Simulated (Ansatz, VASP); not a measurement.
# C (amorphous carbon) in two plane-wave programs

One calculation is typed for both programs; each brings its own data sets. How far apart do they land? Of the first pair: The structure shown is the start of the Ansatz relaxation below; VASP solves that cell, so the two are compared at the walk's first step.

Main program and level: Ansatz 0.2.0; plane waves, with VASP 6.6.1 beside it; single point at revPBE.

**1. Set-up**

The cell holds 160 atoms: 160 C. Cell: a = 10.898 Å, b = 11.049 Å, c = 10.966 Å, α = 88.7°, β = 90.3°, γ = 85.9°. As first built, before any earlier steps moved the atoms (in the runner's words): 160 atoms (160 C) placed at random at 2.49 g/cm^3, melted at 5500 K for 10 ps at fixed volume with the LCBOP (Los and Fasolino, Phys. Rev. B 68, 024107 (2003)). Quenched from 5500 K to 700 K at 500 K/ps and fixed volume, held 5 ps.

**2. Ansatz: relaxation, revPBE**

Ansatz runs on its default PAW (the set named soft_2) files.

The two programs are compared at the cell with which this relaxation starts, whose forces are those of its first step.

Input file input.yaml:

```yaml
crystal:
  lattice:
    - [10.89116, 0.38683, -0.02635]
    - [0.3907, 11.04141, 0.12623]
    - [-0.02661, 0.12623, 10.9651]
  atoms:
    - { symbol: C, position: [0.69902, 0.6327, 0.1905] }
    - { symbol: C, position: [0.82086, 0.07818, 0.80726] }
    - { symbol: C, position: [0.17544, 0.1261, 0.89708] }
    - { symbol: C, position: [0.62093, 0.26778, 0.46602] }
    - { symbol: C, position: [0.17744, 0.24583, 0.68747] }
    - { symbol: C, position: [0.3723, 0.84636, 0.04077] }
    - { symbol: C, position: [0.5885, 0.62301, 0.63386] }
    - { symbol: C, position: [0.23325, 0.74207, 0.26349] }
    - { symbol: C, position: [0.43021, 0.65866, 0.30905] }
    - { symbol: C, position: [0.1681, 0.08122, 0.12777] }
    - { symbol: C, position: [0.46798, 0.59299, 0.67336] }
    - { symbol: C, position: [0.59852, 0.1162, 0.96866] }
    - { symbol: C, position: [0.74268, 0.98241, 0.56169] }
    - { symbol: C, position: [0.62683, 0.7982, 0.49262] }
    - { symbol: C, position: [0.66102, 0.89022, 0.0454] }
    - { symbol: C, position: [0.95018, 0.55416, 0.76053] }
    - { symbol: C, position: [0.95074, 0.0837, 0.56292] }
    - { symbol: C, position: [0.80907, 0.09445, 0.38213] }
    - { symbol: C, position: [0.78633, 0.33658, 0.78926] }
    - { symbol: C, position: [0.12579, 0.44358, 0.57144] }
    - { symbol: C, position: [0.4021, 0.79072, 0.56599] }
    - { symbol: C, position: [0.91261, 0.98338, 0.76684] }
    - { symbol: C, position: [0.47576, 0.7549, 0.98338] }
    - { symbol: C, position: [0.47859, 0.98733, 0.75357] }
    - { symbol: C, position: [0.13717, 0.18373, 0.47417] }
    - { symbol: C, position: [0.50917, 0.35766, 0.01293] }
    - { symbol: C, position: [0.18453, 0.28977, 0.26069] }
    - { symbol: C, position: [0.34046, 0.01019, 0.76395] }
    - { symbol: C, position: [0.55867, 0.29302, 0.12489] }
    - { symbol: C, position: [0.53674, 0.04051, 0.65657] }
[... 124 atom lines left out ...]
    - { symbol: C, position: [0.37811, 0.29937, 0.96798] }
    - { symbol: C, position: [0.6733, 0.35677, 0.85066] }
    - { symbol: C, position: [0.245, 0.83925, 0.0002] }
    - { symbol: C, position: [0.19926, 0.16221, 0.34712] }
    - { symbol: C, position: [0.8047, 0.31118, 0.56821] }
    - { symbol: C, position: [0.2566, 0.96102, 0.67559] }
kpoints:
  mp_grid: { grid: [1, 1, 1] }
hamiltonian:
  xc: revpbe
scf:
  occupations: { method: gaussian, width: 0.05 }
output:
  forces: true
  eigenvalues: true
  stress: true
relax:
  f_tol: 0.05
  max_steps: 70
```

The run is started by

```bash
$ ansatz run input.yaml --threads 4 --pin off --max-ram 8192MiB --backend cpu --events-out ev --progress --plain --runs-dir out
```

Numbers of over 12 decimals in the logs are rounded to 6 here.

Log:

```text
Warning: output.stress: scf.convergence.dr2_threshold = 1e-7 eV (the SCF's general default) is looser than the 1.08e-8 eV advised for a printed stress (1e-10 eV for each atom of the cell: 160, of which 108 are counted). What an SCF threshold leaves in a stress goes as its square root, and in the free energy as the threshold itself, and one threshold admits the most on a small cell: [figures from the program's tests c [...]
Engine: ansatz 0.2.0, aarch64-unknown-linux-gnu
Pseudopotentials: kind: paw
Pseudopotential: C, paw, valence charge 4, recommended cutoff 420 eV (normal), C.paw.azcp
Functional definition: revPBE
  parameter kappa = 1.245
  parameter beta = 0.066725
  exchange = pbe_x(kappa = kappa, mu = beta*pi^2/3)
  correlation = pbe_c(beta = beta)
Crystal: 160 atoms, lattice volume = 1316.753 Å³
Basis set: ecut = 420 eV, 25735 PW (Γ), exchange–correlation on 150×150×150 points (8 copies of the dense FFT grid, shifted against one another)
Bands: 480, of which v1, the nominal top of the filled ones, is band 320 counted from 1 (319 counted from 0)
Symmetry: 1 space group operations
Space group: P1 (ITA 1), of the structure as read, at distance tolerance 1.1e-4 Å
k-points: 1
Non-local potential: C, projectors of the file, l = 0: 2, l = 1: 2, l = 2: 1
PAW form: soft (Blöchl's): semilocal exchange-correlation on the pseudo side does not see the compensation charge
PAW frozen core: C, regenerated for the run's functional, and the local potential with it (the file was generated under x = pbe(κ = 0.804, μ = 0.219515), c = pbe(β = 0.066725))
PAW one-centre angular grid: C, 110 points (default); XC on 64 Gauss nodes
Initial density: superposition of atomic densities (neutral atoms: chi_scale 0, normalization atom), corrected by the library's trained network
Initial wavefunctions: pseudopotential atomic-orbital guess
Functional: x = revpbe(κ = 1.245, μ = 0.219515), c = pbe(β = 0.066725)
SCF iter   1: F=—  HF=-40160.001903 eV  |F-HF|=—  |Δ(HF+E_count)|=         —  Δρ=1.42e-2  dr2=4.28e0  ethr=1.77e-3  ⟨swp⟩=5.0  Hψ=1932  notcnv=0  defer=123
preconditioner: auto → Resta (q_TF=auto, 2.419 Å⁻¹)  ε∞=4.3  [insulator: Δε(μ)=0.266 eV  Ē_g=14.298 eV  σ=0.050 eV  W_gap=1.00  n_scr=312 (ndim 8)  ℏωp=25.9 eV  f_vac=0.012  D(μ)=0.04/eV (n_scr^D=0)  ε∞_Penn≈4.3]
SCF iter   2: F=—  HF=-40159.654297 eV  |F-HF|=—  |Δ(HF+E_count)|=   3.48e-1  Δρ=9.03e-3  dr2=2.75e0  ethr=6.68e-4  ⟨swp⟩=2.0  Hψ=563  notcnv=0  defer=148
SCF iter   3: F=—  HF=-40159.532914 eV  |F-HF|=—  |Δ(HF+E_count)|=   1.21e-1  Δρ=5.84e-3  dr2=1.03e0  ethr=4.29e-4  ⟨swp⟩=2.0  Hψ=392  notcnv=0  defer=148
SCF iter   4: F=—  HF=-40159.488038 eV  |F-HF|=—  |Δ(HF+E_count)|=   4.49e-2  Δρ=3.04e-3  dr2=1.76e-1  ethr=1.62e-4  ⟨swp⟩=2.0  Hψ=354  notcnv=0  defer=148
SCF iter   5: F=—  HF=-40159.481348 eV  |F-HF|=—  |Δ(HF+E_count)|=   6.69e-3  Δρ=1.35e-3  dr2=6.20e-2  ethr=2.75e-5  ⟨swp⟩=2.0  Hψ=544  notcnv=0  defer=148
SCF iter   6: F=—  HF=-40159.478121 eV  |F-HF|=—  |Δ(HF+E_count)|=   3.23e-3  Δρ=4.91e-4  dr2=4.27e-3  ethr=9.69e-6  ⟨swp⟩=1.0  Hψ=480  notcnv=0  defer=148
SCF iter   7: F=—  HF=-40159.479501 eV  |F-HF|=—  |Δ(HF+E_count)|=   1.38e-3  Δρ=2.99e-4  dr2=1.76e-3  ethr=6.67e-7  ⟨swp⟩=2.0  Hψ=548  notcnv=0  defer=148
SCF iter   8: F=—  HF=-40159.480257 eV  |F-HF|=—  |Δ(HF+E_count)|=   7.56e-4  Δρ=1.82e-4  dr2=1.07e-3  ethr=2.74e-7  ⟨swp⟩=2.0  Hψ=549  notcnv=0  defer=148
SCF iter   9: F=—  HF=-40159.480493 eV  |F-HF|=—  |Δ(HF+E_count)|=   2.36e-4  Δρ=6.79e-5  dr2=9.84e-5  ethr=1.67e-7  ⟨swp⟩=2.0  Hψ=378  notcnv=0  defer=148
SCF iter  10: F=-40159.480583 eV  HF=-40159.480563 eV  |F-HF|=2.03e-5  |Δ(HF+E_count)|=   6.93e-5  Δρ=3.51e-5  dr2=2.12e-5  ethr=9.77e-9  ⟨swp⟩=18.0  Hψ=2960  notcnv=0
SCF 1 converged in 10 iterations: F = -40159.480583 eV  dr2 = 2.12e-5
  greatest PAW one-centre occupation: 0.698 electrons in one spin orbital (limit 2), on the C atom at site 147 (counted from 0), in its partial waves of l = 0
[...]
- { symbol: C, position: [0.598504, 0.986428, 0.958345] }
    - { symbol: C, position: [0.865686, 0.757018, 0.074122] }
    - { symbol: C, position: [0.297308, 0.116695, 0.137726] }
    - { symbol: C, position: [0.909574, 0.626721, 0.064511] }
    - { symbol: C, position: [0.508560, 0.550987, 0.337523] }
    - { symbol: C, position: [0.266776, 0.603892, 0.021318] }
    - { symbol: C, position: [0.309604, 0.101511, 0.861399] }
    - { symbol: C, position: [0.501675, 0.778984, 0.469683] }
    - { symbol: C, position: [0.102899, 0.091859, 0.00883579] }
    - { symbol: C, position: [0.901445, 0.396821, 0.064515] }
    - { symbol: C, position: [0.344002, 0.139862, 0.518318] }
    - { symbol: C, position: [0.042813, 0.723829, 0.652164] }
    - { symbol: C, position: [0.211311, 0.819576, 0.874205] }
    - { symbol: C, position: [0.478817, 0.776198, 0.334527] }
    - { symbol: C, position: [0.290510, 0.606555, 0.889581] }
    - { symbol: C, position: [0.923427, 0.616542, 0.440139] }
    - { symbol: C, position: [0.052495, 0.306489, 0.207824] }
    - { symbol: C, position: [0.777357, 0.183771, 0.092160] }
    - { symbol: C, position: [0.261183, 0.713446, 0.821913] }
    - { symbol: C, position: [0.131513, 0.082152, 0.252299] }
    - { symbol: C, position: [0.122681, 0.963722, 0.712108] }
    - { symbol: C, position: [0.209683, 0.434852, 0.794691] }
    - { symbol: C, position: [0.038753, 0.558905, 0.247720] }
    - { symbol: C, position: [0.228093, 0.730287, 0.396555] }
[...]
- { symbol: C, position: [0.901709, 0.774838, 0.829681] }
    - { symbol: C, position: [0.016361, 0.047226, 0.305285] }
    - { symbol: C, position: [0.377125, 0.300274, 0.968404] }
    - { symbol: C, position: [0.674182, 0.356121, 0.850807] }
    - { symbol: C, position: [0.246524, 0.838862, -0.000173212] }
    - { symbol: C, position: [0.198966, 0.161921, 0.347268] }
    - { symbol: C, position: [0.805164, 0.310235, 0.567893] }
    - { symbol: C, position: [0.256605, 0.961050, 0.676033] }
```

**3. VASP: single point, revPBE, start cell, pair 1**

The same cell, functional, mesh and smearing now go to VASP, with its own data sets.

Lines of VASP's logs that name or quote its potential files are left out, and so is its time.

Input file INCAR:

```
SYSTEM = C
PREC = Accurate
ENCUT = 520
EDIFF = 1E-06
NELM = 120
ISMEAR = 0
SIGMA = 0.05
LREAL = Auto
ALGO = Normal
GGA = RE
NBANDS = 432
LORBIT = 11
LWAVE = .FALSE.
LCHARG = .FALSE.
ISIF = 2
LASPH = .TRUE.
GGA_COMPAT = .FALSE.
EFERMI = MIDGAP
```

Input file POSCAR:

```
C
1.0
   10.8911600000      0.3868300000     -0.0263500000
    0.3907000000     11.0414100000      0.1262300000
   -0.0266100000      0.1262300000     10.9651000000
C
160
Direct
    0.6990233452      0.6326954578      0.1905002342
    0.8208615502      0.0781843983      0.8072576160
    0.1754363155      0.1260977697      0.8970830567
    0.6209328299      0.2677809090      0.4660203369
    0.1774419558      0.2458274047      0.6874670365
    0.3723029619      0.8463624972      0.0407724366
    0.5885007699      0.6230126227      0.6338623553
    0.2332519448      0.7420710791      0.2634882086
    0.4302098386      0.6586631793      0.3090526284
    0.1680967414      0.0812167210      0.1277669481
    0.4679791674      0.5929924872      0.6733616483
    0.5985200146      0.1161989258      0.9686645094
    0.7426773941      0.9824115117      0.5616875126
    0.6268342866      0.7981985898      0.4926230017
    0.6610223214      0.8902183278      0.0454027486
    0.9501766747      0.5541630536      0.7605297857
    0.9507414914      0.0837001011      0.5629211384
    0.8090658619      0.0944528602      0.3821302223
    0.7863258993      0.3365781226      0.7892616967
    0.1257901667      0.4435762669      0.5714422977
    0.4020990548      0.7907242448      0.5659941258
    0.9126117015      0.9833776449      0.7668434905
    0.4757646956      0.7548970693      0.9833786963
    0.4785901304      0.9873325716      0.7535708620
    0.1371692936      0.1837341717      0.4741700164
    0.5091656887      0.3576633237      0.0129290818
    0.1845278450      0.2897738862      0.2606892916
    0.3404641136      0.0101857362      0.7639497573
    0.5586678937      0.2930174327      0.1248901796
    0.5367420729      0.0405105448      0.6565676107
[... 124 atom lines left out ...]
    0.3781135117      0.2993681518      0.9679778615
    0.6733025023      0.3567721140      0.8506631200
    0.2449978197      0.8392498756      0.0002022034
    0.1992590467      0.1622079080      0.3471172148
    0.8047022769      0.3111823005      0.5682140029
    0.2566031110      0.9610238219      0.6755936065
```

Input file KPOINTS:

```
Automatic mesh
0
Gamma
1 1 1
0 0 0
```

The projector-augmented-wave data sets are C (PBE family, release 64).

The run is started by

```bash
$ export OMP_NUM_THREADS=3
$ mpirun -np 1 vasp_gam
```

Log:

```text
[banner, memory and clock lines left out]
running    1 mpi-ranks, on    1 nodes
[...]
Offloading initialized ...    1 GPUs detected
[...]
|                                                                             |
|               ----> ADVICE to this user running VASP <----                  |
|                                                                             |
|     You enforced a specific xc type in the INCAR file but a different       |
|     [... a line on the potential file left out ...]
|     I HOPE YOU KNOW WHAT YOU ARE DOING!                                     |
|                                                                             |

 LDA part: xc-table for (Slater+PW92), standard interpolation
 POSCAR, INCAR and KPOINTS ok, starting setup
[...]
entering main loop
       N       E                     dE             d eps       ncg     rms          rms(c)
DAV:   1     0.442683908734E+04    0.44268E+04   -0.37495E+05   872   0.148E+03
DAV:   2    -0.915584559842E+03   -0.53424E+04   -0.50169E+04  1112   0.338E+02
DAV:   3    -0.133110265725E+04   -0.41552E+03   -0.40127E+03  1032   0.925E+01
DAV:   4    -0.134312149174E+04   -0.12019E+02   -0.11917E+02  1024   0.167E+01
[...]
DAV:  18    -0.127648955385E+04   -0.12234E-04   -0.16024E-05   984   0.666E-03    0.573E-03
DAV:  19    -0.127648955745E+04   -0.35969E-05   -0.62206E-06   912   0.403E-03    0.237E-03
DAV:  20    -0.127648955797E+04   -0.52062E-06   -0.97967E-07   576   0.176E-03
   1 F= -.12764896E+04 E0= -.12764894E+04  d E =-.334371E-03
```

OUTCAR, selected parts (step 3):

```text
  FREE ENERGIE OF THE ION-ELECTRON SYSTEM (eV)
  ---------------------------------------------------
  free  energy   TOTEN  =     -1276.4895579720 eV

  energy  without entropy=    -1276.4892236009  energy(sigma->0) =    -1276.48939079
```

The run ends at a pressure of -2.59 GPa, with forces up to 0.37 eV/Å.

**4. Side by side**

Known differences besides the potentials themselves: the cutoff is 420 eV in Ansatz and 520 eV in VASP (PREC = Accurate, projectors in real space); Ansatz makes its cores anew for this functional, VASP keeps those of its PBE data sets. Total energies have different zeros and are not compared.

Forces on 10 of the 160 atoms, those with the largest forces and the largest differences (eV/Å; atoms numbered as in POSCAR):

```tsv
atom	Ansatz x, y, z	VASP x, y, z
C5	-0.059, -0.041, 0.035	-0.058, -0.095, 0.038
C20	-0.284, -0.040, -0.061	-0.263, -0.037, -0.061
C25	0.140, -0.034, 0.235	0.109, -0.035, 0.187
C35	0.355, 0.020, 0.025	0.323, 0.020, 0.027
C43	-0.187, -0.292, -0.121	-0.184, -0.251, -0.131
C48	0.150, -0.020, -0.021	0.145, -0.036, -0.078
C61	0.347, 0.071, 0.162	0.314, 0.091, 0.167
C84	0.016, 0.198, 0.228	0.022, 0.208, 0.201
C121	0.129, 0.210, 0.228	0.121, 0.198, 0.229
C130	-0.060, -0.126, -0.323	-0.059, -0.126, -0.321
```

The forces differ by 16 meV/Å r.m.s., which is 18.2 % of the r.m.s. force of 0.089 eV/Å (both taken over all components).

**5. Ansatz: relaxation, revPBE**

This run makes the geometry at which the two programs are then compared.

The structure compared here is the end of the Ansatz relaxation.

input.yaml is that of step 2.

The run is started by

```bash
$ ansatz run input.yaml --threads 4 --pin off --max-ram 8192MiB --backend cpu --events-out ev --progress --plain --runs-dir out
```

Log:

```text
[...]
Crystal: 160 atoms, lattice volume = 1316.753 Å³
Basis set: ecut = 420 eV, 25735 PW (Γ), exchange–correlation on 150×150×150 points (8 copies of the dense FFT grid, shifted against one another)
Bands: 480, of which v1, the nominal top of the filled ones, is band 320 counted from 1 (319 counted from 0)
[... 1 set-up line as in the run before ...]
[...]
k-points: 1
[...]
- { symbol: C, position: [0.865686, 0.757018, 0.074122] }
    - { symbol: C, position: [0.297308, 0.116695, 0.137726] }
    - { symbol: C, position: [0.909574, 0.626721, 0.064511] }
    - { symbol: C, position: [0.508560, 0.550987, 0.337523] }
    - { symbol: C, position: [0.266776, 0.603892, 0.021318] }
    - { symbol: C, position: [0.309604, 0.101511, 0.861399] }
    - { symbol: C, position: [0.501675, 0.778984, 0.469683] }
[...]
- { symbol: C, position: [0.246524, 0.838862, -0.000173212] }
    - { symbol: C, position: [0.198966, 0.161921, 0.347268] }
    - { symbol: C, position: [0.805164, 0.310235, 0.567893] }
    - { symbol: C, position: [0.256605, 0.961050, 0.676033] }
```

**6. VASP: single point, revPBE, relaxed cell, pair 2**

The same cell, functional, mesh and smearing now go to VASP, with its own data sets.

INCAR: that of step 3 with these lines changed.

```diff
@@ -2,3 +2,3 @@
 PREC = Accurate
-ENCUT = 520
+ENCUT = 600
 EDIFF = 1E-06
```

Input file POSCAR:

```
C
1.0
   10.8911600000      0.3868300000     -0.0263500000
    0.3907000000     11.0414100000      0.1262300000
   -0.0266100000      0.1262300000     10.9651000000
C
160
Direct
    0.6996600000      0.6314200000      0.1912400000
    0.8230300000      0.0772100000      0.8058400000
    0.1754600000      0.1267200000      0.8970800000
    0.6207900000      0.2674300000      0.4668500000
    0.1767100000      0.2460000000      0.6874700000
    0.3731000000      0.8462800000      0.0401600000
    0.5867600000      0.6240800000      0.6350700000
    0.2335900000      0.7421500000      0.2635800000
    0.4307000000      0.6597800000      0.3089800000
    0.1677000000      0.0811700000      0.1281200000
    0.4668800000      0.5940600000      0.6743500000
    0.5987500000      0.1170400000      0.9691400000
    0.7421700000      0.9821300000      0.5618300000
    0.6262600000      0.7979700000      0.4936200000
    0.6622200000      0.8903900000      0.0445000000
    0.9493600000      0.5534400000      0.7607500000
    0.9510800000      0.0825800000      0.5622100000
    0.8093200000      0.0936300000      0.3820000000
    0.7869000000      0.3353800000      0.7900800000
    0.1239800000      0.4435400000      0.5711800000
    0.4010700000      0.7908600000      0.5651000000
    0.9142300000      0.9825000000      0.7657700000
    0.4770600000      0.7549100000      0.9833000000
    0.4781300000      0.9883300000      0.7535300000
    0.1372500000      0.1832100000      0.4746500000
    0.5104100000      0.3575000000      0.0130600000
    0.1835700000      0.2897100000      0.2604600000
    0.3404600000      0.0110700000      0.7638000000
    0.5598700000      0.2935100000      0.1251000000
    0.5363900000      0.0413500000      0.6564800000
[... 124 atom lines left out ...]
    0.3771300000      0.3002700000      0.9684000000
    0.6741800000      0.3561200000      0.8508100000
    0.2465200000      0.8388600000      0.9998300000
    0.1989700000      0.1619200000      0.3472700000
    0.8051600000      0.3102400000      0.5678900000
    0.2566100000      0.9610500000      0.6760300000
```

KPOINTS is that of step 3.

The run is started by

```bash
$ export OMP_NUM_THREADS=3
$ mpirun -np 1 vasp_gam
```

Log:

```text
[banner, memory and clock lines left out]
running    1 mpi-ranks, on    1 nodes
[...]
Offloading initialized ...    1 GPUs detected
[...]
[... a notice as in an earlier step ...]

 LDA part: xc-table for (Slater+PW92), standard interpolation
 POSCAR, INCAR and KPOINTS ok, starting setup
[...]
entering main loop
       N       E                     dE             d eps       ncg     rms          rms(c)
DAV:   1     0.481993061206E+04    0.48199E+04   -0.40796E+05   864   0.167E+03
DAV:   2    -0.866266618132E+03   -0.56862E+04   -0.53448E+04  1080   0.355E+02
DAV:   3    -0.133061442231E+04   -0.46435E+03   -0.44625E+03  1040   0.976E+01
DAV:   4    -0.134412864522E+04   -0.13514E+02   -0.13388E+02   992   0.177E+01
[...]
DAV:  18    -0.127690324882E+04   -0.11679E-04   -0.14727E-05   968   0.658E-03    0.611E-03
DAV:  19    -0.127690325270E+04   -0.38852E-05   -0.65457E-06   952   0.420E-03    0.256E-03
DAV:  20    -0.127690325334E+04   -0.64261E-06   -0.12262E-06   592   0.193E-03
   1 F= -.12769033E+04 E0= -.12769030E+04  d E =-.471365E-03
```

From OUTCAR (step 6):

```text
  FREE ENERGIE OF THE ION-ELECTRON SYSTEM (eV)
  ---------------------------------------------------
  free  energy   TOTEN  =     -1276.9032533436 eV

  energy  without entropy=    -1276.9027819786  energy(sigma->0) =    -1276.90301766
```

The run ends at a pressure of -2.39 GPa, with forces up to 0.069 eV/Å.

**7. Differences**

What differs besides the data sets and the points named for the pairs above, as far as they apply: the cutoff is 420 eV in Ansatz and 600 eV in VASP (PREC = Accurate, projectors in real space). Total energies have different zeros and are not compared.

Compared:

```tsv
quantity	Ansatz	VASP	difference
pressure (GPa)	-2.29	-2.39	+0.10
gap on the k mesh (eV)	0.220	0.220	0.000
```

At this near-relaxed geometry the largest component of a force difference is 58 meV/Å. A gap on the mesh is an upper bound, since the band edges may lie between its points.

**8. Summary of results**

| Quantity | Value |
| --- | --- |
| r.m.s. force difference (single point, revPBE, start cell, pair 1) | 16 meV/Å |
| r.m.s. force difference (single point, revPBE, relaxed cell, pair 2) | 17 meV/Å |

What this shows: The r.m.s. force difference is 17 meV/Å (single point, revPBE, relaxed cell, pair 2), beyond the 12 meV/Å picked in this series as the mark of a large difference. What causes the difference of the single point, revPBE, start cell, pair 1 pair stays open here. What causes the difference of the single point, revPBE, relaxed cell, pair 2 pair stays open here. How closely two codes agree says nothing of how well the functional describes the real material.

[Lines on the potential files, build, host, timing and source positions are cut from VASP's logs without a mark.]

[Logs are printed without paths, hosts, clocks, repeated set-up lines and the standing remarks that a program may print on its own settings, such as how far it seeks lower states.]

[Hosts, paths, dates, database ids (printed as entryN), source tags and the programs' standing remarks are cut or masked in the printed files.]
